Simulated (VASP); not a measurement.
# BaZnPF: electric field gradients, part 3 of 4

Wanted: the field gradients at the nuclei of BaZnPF. The cell has space group P4/nmm. The start is a cell from a database of measured crystal structures.

VASP 6.6.1, plane waves and PAW; the level of theory is named at each step.

So far. Step 3 (Local probes at PBE): The largest gradient is -14.31 V/Å², at P5. Step 3 (Local probes at PBE): The run ends at a pressure of 1.76 GPa, with forces up to 0.29 eV/Å.

## (4) Local probes at PBEsol

This step: PBEsol; plane waves and PAW (Ba_sv, Zn, P, F) (VASP 6.6.1).

Field gradients probe the charge near the nuclei, so LASPH is on and the cutoff is at least 1.4 times the default of the data sets; this run is at PBEsol.

File INCAR:

```
SYSTEM = BaZnPF
PREC = Accurate
ENCUT = 560
EDIFF = 1E-07
NELM = 100
ISMEAR = -1
SIGMA = 0.05
LREAL = .FALSE.
ALGO = Normal
GGA = PS
NBANDS = 42
LORBIT = 11
LWAVE = .FALSE.
LCHARG = .FALSE.
KPAR = 2
LEFG = .TRUE.
ICORELEVEL = 1
LASPH = .TRUE.
```

File POSCAR:

```
BaZnPF
1.0
    4.1563400000      0.0000000000      0.0000000000
    0.0000000000      4.1563400000      0.0000000000
    0.0000000000      0.0000000000      9.4574300000
Ba Zn P F
2 2 2 2
Direct
    0.5000000000      0.0000000000      0.3317700000
    0.0000000000      0.5000000000      0.6682300000
    0.5000000000      0.5000000000      0.0000000000
    0.0000000000      0.0000000000      0.0000000000
    0.0000000000      0.5000000000      0.1491000000
    0.5000000000      0.0000000000      0.8509000000
    0.5000000000      0.5000000000      0.5000000000
    0.0000000000      0.0000000000      0.5000000000
```

File KPOINTS:

```
Automatic mesh
0
Gamma
8 8 4
0 0 0
```

PAW data sets: Ba_sv, Zn, P and F (PBE family, release 64).

The run is started by

```bash
mpirun -np 2 vasp_std
```

Output:

```text
[banner, memory and clock lines left out]
running    2 mpi-ranks, on    1 nodes
 distrk:  each k-point on    1 cores,    2 groups
 distr:  one band on    1 cores,    1 groups

 POSCAR found type information on POSCAR BaZnP F
 POSCAR found :  4 types and       8 ions
 [... a notice as in an earlier step ...]

 LDA part: xc-table for (Slater+PW92), standard interpolation
 POSCAR, INCAR and KPOINTS ok, starting setup
 FFT: planning ... GRIDC
 FFT: planning ... GRID_SOFT
 FFT: planning ... GRID
 WAVECAR not read
 entering main loop
       N       E                     dE             d eps       ncg     rms          rms(c)
DAV:   1     0.687933333495E+03    0.68793E+03   -0.32763E+04  3780   0.182E+03
DAV:   2     0.507884425672E+02   -0.63714E+03   -0.60767E+03  4126   0.431E+02
DAV:   3    -0.361242457561E+02   -0.86913E+02   -0.86008E+02  4194   0.169E+02
DAV:   4    -0.408545966379E+02   -0.47304E+01   -0.47108E+01  5150   0.339E+01
DAV:   5    -0.410020603686E+02   -0.14746E+00   -0.14736E+00  5502   0.593E+00    0.115E+01
DAV:   6    -0.379615441497E+02    0.30405E+01   -0.12810E+01  5034   0.465E+01    0.791E+00
DAV:   7    -0.379892874394E+02   -0.27743E-01   -0.28693E+00  4518   0.975E+00    0.425E+00
DAV:   8    -0.379480172463E+02    0.41270E-01   -0.19186E-01  4818   0.306E+00    0.117E+00
DAV:   9    -0.379431928215E+02    0.48244E-02   -0.43894E-02  5856   0.207E+00    0.241E-01
DAV:  10    -0.379441753404E+02   -0.98252E-03   -0.77373E-03  4486   0.418E-01    0.155E-01
DAV:  11    -0.379447106173E+02   -0.53528E-03   -0.10756E-03  4508   0.184E-01    0.435E-02
DAV:  12    -0.379447238710E+02   -0.13254E-04   -0.20173E-04  5504   0.767E-02    0.155E-02
DAV:  13    -0.379447371540E+02   -0.13283E-04   -0.25841E-05  4522   0.317E-02    0.863E-03
DAV:  14    -0.379447381200E+02   -0.96608E-06   -0.46070E-06  5138   0.166E-02    0.324E-03
DAV:  15    -0.379447380443E+02    0.75728E-07   -0.86985E-07  4492   0.495E-03
ion   1
     0.0000000    -0.0000000    -0.0000000     0.1293425     0.0000000     0.0000000
     0.0000600    -0.0000000    -0.0000000     0.1293425     0.0000000     0.0000000
     0.0000826    -0.0000000    -0.0000000     0.1293425     0.0000000     0.0000000
     0.0001137    -0.0000000    -0.0000000     0.1293425     0.0000000     0.0000000
     0.0001566    -0.0000000    -0.0000000     0.1293425     0.0000000     0.0000000

     0.0000000    -0.0000000    -0.0000000     6.8661523     0.0000000     0.0000000
     0.0000600    -0.0000000    -0.0000000     6.8634278     0.0000000     0.0000000
     0.0000826    -0.0000000    -0.0000000     6.8619858     0.0000000     0.0000000
     0.0001137    -0.0000000    -0.0000000     6.8596958     0.0000000     0.0000000
     0.0001566    -0.0000000    -0.0000000     6.8560735     0.0000000     0.0000000

ion   2
     0.0000000     0.0000000    -0.0000000     0.1293425    -0.0000000     0.0000000
     0.0000600     0.0000000    -0.0000000     0.1293425    -0.0000000     0.0000000
     0.0000826     0.0000000    -0.0000000     0.1293425    -0.0000000     0.0000000
     0.0001137     0.0000000    -0.0000000     0.1293425    -0.0000000     0.0000000
     0.0001566     0.0000000    -0.0000000     0.1293425    -0.0000000     0.0000000

     0.0000000     0.0000000    -0.0000000     6.8661523    -0.0000000     0.0000000
     0.0000600     0.0000000    -0.0000000     6.8634278    -0.0000000     0.0000000
     0.0000826     0.0000000    -0.0000000     6.8619858    -0.0000000     0.0000000
     0.0001137     0.0000000    -0.0000000     6.8596958    -0.0000000     0.0000000
     0.0001566     0.0000000    -0.0000000     6.8560735    -0.0000000     0.0000000

ion   3
     0.0000000     0.0000000     0.0000000     0.2594348    -0.0000000    -0.0000000
     0.0000468     0.0000000     0.0000000     0.2594348    -0.0000000    -0.0000000
     0.0000645     0.0000000     0.0000000     0.2594348    -0.0000000    -0.0000000
     0.0000888     0.0000000     0.0000000     0.2594348    -0.0000000    -0.0000000
     0.0001223     0.0000000     0.0000000     0.2594348    -0.0000000    -0.0000000

     0.0000000     0.0000000     0.0000000     0.4177139    -0.0000000    -0.0000000
     0.0000468     0.0000000     0.0000000     0.4177584    -0.0000000    -0.0000000
     0.0000645     0.0000000     0.0000000     0.4177915    -0.0000000    -0.0000000
     0.0000888     0.0000000     0.0000000     0.4178503    -0.0000000    -0.0000000
     0.0001223     0.0000000     0.0000000     0.4179537    -0.0000000    -0.0000000

ion   4
     0.0000000     0.0000000     0.0000000     0.2594348     0.0000000    -0.0000000
     0.0000468     0.0000000     0.0000000     0.2594348     0.0000000    -0.0000000
     0.0000645     0.0000000     0.0000000     0.2594348     0.0000000    -0.0000000
     0.0000888     0.0000000     0.0000000     0.2594348     0.0000000    -0.0000000
     0.0001223     0.0000000     0.0000000     0.2594348     0.0000000    -0.0000000

     0.0000000    -0.0000000     0.0000000     0.4177139     0.0000000    -0.0000000
     0.0000468    -0.0000000     0.0000000     0.4177584     0.0000000    -0.0000000
     0.0000645    -0.0000000     0.0000000     0.4177915     0.0000000    -0.0000000
     0.0000888    -0.0000000     0.0000000     0.4178503     0.0000000    -0.0000000
     0.0001223    -0.0000000     0.0000000     0.4179537     0.0000000    -0.0000000

ion   5
     0.0000000     0.0000000     0.0000000     0.5386940    -0.0000000     0.0000000
     0.0000365     0.0000000     0.0000000     0.5386940    -0.0000000     0.0000000
     0.0000503     0.0000000     0.0000000     0.5386940    -0.0000000     0.0000000
     0.0000692     0.0000000     0.0000000     0.5386940    -0.0000000     0.0000000
     0.0000953     0.0000000     0.0000000     0.5386940    -0.0000000     0.0000000

     0.0000000     0.0000000     0.0000000    11.3140619    -0.0000000     0.0000000
     0.0000365     0.0000000     0.0000000    11.3140356    -0.0000000     0.0000000
     0.0000503     0.0000000     0.0000000    11.3140194    -0.0000000     0.0000000
     0.0000692     0.0000000     0.0000000    11.3139925    -0.0000000     0.0000000
     0.0000953     0.0000000     0.0000000    11.3139481    -0.0000000     0.0000000

ion   6
     0.0000000     0.0000000     0.0000000     0.5386940    -0.0000000    -0.0000000
     0.0000365     0.0000000     0.0000000     0.5386940    -0.0000000    -0.0000000
     0.0000503     0.0000000     0.0000000     0.5386940    -0.0000000    -0.0000000
     0.0000692     0.0000000     0.0000000     0.5386940    -0.0000000    -0.0000000
     0.0000953     0.0000000     0.0000000     0.5386940    -0.0000000    -0.0000000

     0.0000000     0.0000000     0.0000000    11.3140619    -0.0000000    -0.0000000
     0.0000365     0.0000000     0.0000000    11.3140356    -0.0000000    -0.0000000
     0.0000503     0.0000000     0.0000000    11.3140194    -0.0000000    -0.0000000
     0.0000692     0.0000000     0.0000000    11.3139925    -0.0000000    -0.0000000
     0.0000953     0.0000000     0.0000000    11.3139481    -0.0000000    -0.0000000

ion   7
     0.0000000     0.0000000    -0.0000000    -2.4901198     0.0000000     0.0000000
     0.0000310     0.0000000    -0.0000000    -2.4901198     0.0000000     0.0000000
     0.0000427     0.0000000    -0.0000000    -2.4901198     0.0000000     0.0000000
     0.0000588     0.0000000    -0.0000000    -2.4901197     0.0000000     0.0000000
     0.0000810     0.0000000    -0.0000000    -2.4901197     0.0000000     0.0000000

     0.0000000     0.0000000    -0.0000000    -9.8906035     0.0000000     0.0000000
     0.0000310     0.0000000    -0.0000000    -9.8905997     0.0000000     0.0000000
     0.0000427     0.0000000    -0.0000000    -9.8905971     0.0000000     0.0000000
     0.0000588     0.0000000    -0.0000000    -9.8905929     0.0000000     0.0000000
     0.0000810     0.0000000    -0.0000000    -9.8905857     0.0000000     0.0000000

ion   8
     0.0000000     0.0000000    -0.0000000    -2.4901198     0.0000000     0.0000000
     0.0000310     0.0000000    -0.0000000    -2.4901198     0.0000000     0.0000000
     0.0000427     0.0000000    -0.0000000    -2.4901198     0.0000000     0.0000000
     0.0000588     0.0000000    -0.0000000    -2.4901197     0.0000000     0.0000000
     0.0000810     0.0000000    -0.0000000    -2.4901197     0.0000000     0.0000000

     0.0000000     0.0000000    -0.0000000    -9.8906035     0.0000000     0.0000000
     0.0000310     0.0000000    -0.0000000    -9.8905997     0.0000000     0.0000000
     0.0000427     0.0000000    -0.0000000    -9.8905971     0.0000000     0.0000000
     0.0000588     0.0000000    -0.0000000    -9.8905929     0.0000000     0.0000000
     0.0000810     0.0000000    -0.0000000    -9.8905857     0.0000000     0.0000000

   1 F= -.37944738E+02 E0= -.37944506E+02  d E =-.463925E-03
```

It took 2.6 min on 2 MPI ranks of AMD EPYC 7R43, shared host; peak memory 0.92 GiB; 5.1 min of CPU time.

Parts of OUTCAR (step 4):

```text
 Found     45 irreducible k-points:

   NELECT =      68.0000    total number of electrons

 the core state eigenenergies are
   1-  1s -37239.7894  2s  -5877.2795  2p  -5268.4873  3s  -1232.7964  3p  -1037.7301
       3d   -754.6856  4s   -233.9062  4p   -171.0100  4d    -79.7438
   2-  1s -37239.7894  2s  -5877.2795  2p  -5268.4873  3s  -1232.7964  3p  -1037.7301
       3d   -754.6856  4s   -233.9062  4p   -171.0100  4d    -79.7438
   3-  1s  -9518.3390  2s  -1151.8455  2p   -997.5032  3s   -122.7584  3p    -76.9137

   4-  1s  -9518.3390  2s  -1151.8455  2p   -997.5032  3s   -122.7584  3p    -76.9137

   5-  1s  -2074.1434  2s   -164.2971  2p   -114.7712
   6-  1s  -2074.1434  2s   -164.2971  2p   -114.7712
   7-  1s   -652.3177
   8-  1s   -652.3177

 E-fermi :   3.3702

 k-point     1 :       0.0000    0.0000    0.0000
  band No.  band energies     occupation
    ...
     30       0.9227      2.00000
     31       0.9227      2.00000
     32       2.5766      2.00000
     33       3.1339      1.98245
     34       3.1339      1.98245
     35       3.5039      0.12917
     36       4.6535      0.00000
     37       5.4332      0.00000
     38       5.4471      0.00000
     39       6.7064      0.00000
    ...

 k-point     2 :       0.1250    0.0000    0.0000
  band No.  band energies     occupation
    ...
     30       0.2276      2.00000
     31       1.0335      2.00000
     32       2.5478      2.00000
     33       2.6018      2.00000
     34       3.0804      1.99394
     35       4.0261      0.00000
     36       5.1180      0.00000
     37       5.5736      0.00000
     38       6.1950      0.00000
     39       6.5381      0.00000
    ...

  Total       -1.6605517     -1.6605517     -1.3149006      0.0000000      0.0000000      0.0000000
  in kB      -16.2842480    -16.2842480    -12.8946106      0.0000000      0.0000000      0.0000000
  external PRESSURE =     -15.1543689 kB  Pullay stress =       0.0000000 kB

 POSITION                                       TOTAL-FORCE (eV/Angst)
 -----------------------------------------------------------------------------------
      2.07817      0.00000      3.13769        -0.000000     -0.000000     -0.124624
      0.00000      2.07817      6.31974         0.000000     -0.000000      0.124624
      2.07817      2.07817      0.00000        -0.000000     -0.000000      0.000000
      0.00000      0.00000      0.00000        -0.000000      0.000000      0.000000
      0.00000      2.07817      1.41010        -0.000000     -0.000000     -0.133333
      2.07817      0.00000      8.04733        -0.000000     -0.000000      0.133333
      2.07817      2.07817      4.72872         0.000000      0.000000      0.000000
      0.00000      0.00000      4.72872        -0.000000     -0.000000      0.000000
 -----------------------------------------------------------------------------------
    total drift:                                0.000000     -0.000000     -0.000000

  FREE ENERGIE OF THE ION-ELECTRON SYSTEM (eV)
  ---------------------------------------------------
  free  energy   TOTEN  =       -37.9447380443 eV

  energy  without entropy=      -37.9442741197  energy(sigma->0) =      -37.94450608

 Electric field gradients after diagonalization (V/A^2)
 (convention: |V_zz| > |V_xx| > |V_yy|)
----------------------------------------------------------------------
 ion       V_xx      V_yy      V_zz     asymmetry (V_yy - V_xx)/ V_zz
----------------------------------------------------------------------
   1       4.367     4.367    -8.734       0.000
   2       4.367     4.367    -8.734       0.000
   3       0.290     0.290    -0.579       0.000
   4       0.290     0.290    -0.579       0.000
   5       6.966     6.966   -13.932       0.000
   6       6.966     6.966   -13.932       0.000
   7      -6.308    -6.308    12.616       0.000
   8      -6.308    -6.308    12.616       0.000
----------------------------------------------------------------------

 total charge
# of ion       s       p       d       tot
------------------------------------------
    1        2.001   5.612   0.282   7.895
    2        2.001   5.612   0.282   7.895
    3        0.533   0.462   9.761  10.757
    4        0.533   0.462   9.761  10.757
    5        1.026   1.463   0.000   2.489
    6        1.026   1.463   0.000   2.489
    7        1.731   4.353   0.000   6.084
    8        1.731   4.353   0.000   6.084
--------------------------------------------------
tot         10.582  23.780  20.086  54.448

[... 9 parts as in an earlier step ...]

[... 4 further parts left out ...]
```

The PAW data sets were made with PBE, which is usual practice but a small mismatch for other functionals.

Numbers from this step:

```
free energy (TOTEN)     : -37.94 eV
energy at zero smearing : -37.94 eV
Fermi energy            : 3.370 eV
pressure                : -1.515 GPa
```

The two shallowest core shells; atoms whose shallowest level rounds to another's at 0.01 eV are left out. Core levels, by row:

```
atom  shell  level below the valence-band top (eV)
 Ba1     4p                                  174.1
 Ba1     4d                                  82.88
 Zn3     3s                                  125.9
 Zn3     3p                                  80.05
  P5     2s                                  167.4
  P5     2p                                  117.9
  F7     1s                                  655.5
```

Ordered as |Vzz| ≥ |Vxx| ≥ |Vyy|, the program's way. Electric field gradients, by row:

```
atom  Vxx (V/Å²)  Vyy (V/Å²)  Vzz (V/Å²)  asymmetry
 Ba1       4.367       4.367      -8.734          0
 Ba2       4.367       4.367      -8.734          0
 Zn3        0.29        0.29      -0.579          0
 Zn4        0.29        0.29      -0.579          0
  P5       6.966       6.966      -13.93          0
  P6       6.966       6.966      -13.93          0
  F7      -6.308      -6.308       12.62          0
  F8      -6.308      -6.308       12.62          0
```

The largest gradient is -13.93 V/Å², at P5.

(Continued in part 4 of 4.)

[Lines on the potential files, build, host, timing and source positions are cut from VASP's logs without a mark.]

[Logs are printed without paths, hosts, clocks, repeated set-up lines and the standing remarks that a program may print on its own settings, such as how far it seeks lower states.]

[Hosts, paths, dates, database ids (printed as entryN), source tags and the programs' standing remarks are cut or masked in the printed files.]
